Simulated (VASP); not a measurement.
Given:

```
CELL_PARAMETERS angstrom
      3.37229     0.00000     0.00000
     -1.68615     2.92049     0.00000
      0.00000     0.00000     6.44423
ATOMIC_POSITIONS crystal
  Sn 0.00000 0.00000 0.00000
  Sn 0.00000 0.00000 0.50000
  O  0.33333 0.66667 0.25000
  O  0.66667 0.33333 0.75000
```

Level of theory: PBEsol GGA, VASP's PBE PAW potentials (set 64) (plane waves; VASP). Numerical set-up: 520 eV cut-off, 9×9×5 Γ-centred mesh, first-order Methfessel-Paxton smearing of 0.10 eV, potentials Sn_d O.

Unless said otherwise, spin-orbit coupling is left out, though it shifts the bands of the heavy elements here.

Question: What does the run give for the energy per atom (σ→0), band gap (on the k-mesh) with the smallest direct gap where there is one?

Answer: 
| Item | Value |
|---|---|
| band gap (on the k-mesh) | none (metal, semimetal or under 0.01 eV) |
| energy per atom (σ→0) | -5.536 eV/atom |

Only differences to runs with the same potentials and settings are physical.

The structure was generated: SnO was put into the NiAs type type (P6_3/mmc), which need not be its known phase. It was relaxed first, which changed the volume by +51 %. The start is the result of an earlier pass.
